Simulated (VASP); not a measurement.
NiMoIrPdW:

```
Ni Mo Pd Ir W
1.0
     2.77081    0.00000    0.00000
    -1.38540    2.39959    0.00000
     0.00000    0.00000   22.01991
Ni Mo Pd Ir W
2 2 2 2 2
Direct
  0.33333 0.66667 0.85081
  0.66667 0.33333 0.14919
  0.66667 0.33333 0.76059
  0.33333 0.66667 0.23941
  0.33333 0.66667 0.05329
  0.66667 0.33333 0.94671
  0.33333 0.66667 0.65826
  0.66667 0.33333 0.34174
  0.33333 0.66667 0.44418
  0.66667 0.33333 0.55582
```

The cell was built by a generator and needn't be a form met in nature.

| Quantity | Value |
| --- | --- |
| Program | VASP 6.6.1 |
| Task | relaxation of cell and atoms |
| Functional | RPBE |
| Potentials or basis | VASP PAW PBE potentials, release 64 (Ni, Mo_sv, Pd, Ir, W_sv) |
| Cutoff | 600 eV |
| k mesh | 11 × 11 × 2 |
| Occupations | fermi-dirac, width 0.05 eV |
| Spin | collinear spin, ferromagnetic start |
| Starting moments | [1.0, 1.0, 1.0, 1.0, 0.0, 0.0, 0.6, 0.6, 0.0, 0.0] μB |

At the start: pressure 4.4 GPa; volume 14.64 Å³/atom.

Q: How do energy, volume and symmetry change on relaxing?

A: Over 18 steps the energy falls by 4.0 meV/atom and the volume is 14.92 Å³/atom (+1.9 %); space group P-3m1 (No. 164, to 0.05 Å); moment 0.00 μB per cell.

The path:
```tsv
step	energy change (eV)	largest force (eV/Å)	pressure (GPa)	volume (Å³)
1	0.0000	0.1294	4.44	146.41
2	0.1368	0.1925	-8.76	155.17
3	-0.0365	0.1264	-0.10	149.10
4	-0.0365	0.1266	-0.03	149.04
5	-0.0381	0.0431	0.02	149.04
6	-0.0381	0.0362	0.05	149.04
7	-0.0384	0.0358	-0.06	149.13
8	-0.0388	0.0345	-0.35	149.36
9	-0.0390	0.0323	-0.32	149.34
10	-0.0393	0.0312	-0.18	149.26
11	-0.0395	0.0396	0.08	149.11
12	-0.0395	0.0385	0.07	149.13
13	-0.0395	0.0360	0.06	149.14
14	-0.0397	0.0284	0.02	149.17
15	-0.0397	0.0242	-0.03	149.24
16	-0.0397	0.0177	-0.03	149.22
17	-0.0398	0.0122	-0.02	149.20
18	-0.0398	0.0080	0.09	149.16
```

Final structure:
```
CELL_PARAMETERS angstrom
2.78922 -0.00001 0.00000
-1.39461 2.41553 0.00000
0.00001 -0.00001 22.13936
ATOMIC_POSITIONS crystal
Ni 0.33333 0.66667 0.85012
Ni 0.66667 0.33333 0.14988
Mo 0.66667 0.33333 0.75946
Mo 0.33333 0.66667 0.24054
Pd 0.33333 0.66667 0.05354
Pd 0.66667 0.33333 0.94646
Ir 0.33334 0.66667 0.65758
Ir 0.66666 0.33333 0.34242
W 0.33333 0.66667 0.44420
W 0.66667 0.33333 0.55580
```

Caveat: the PAW data sets were made with another functional, which shifts forces and pressure a little.
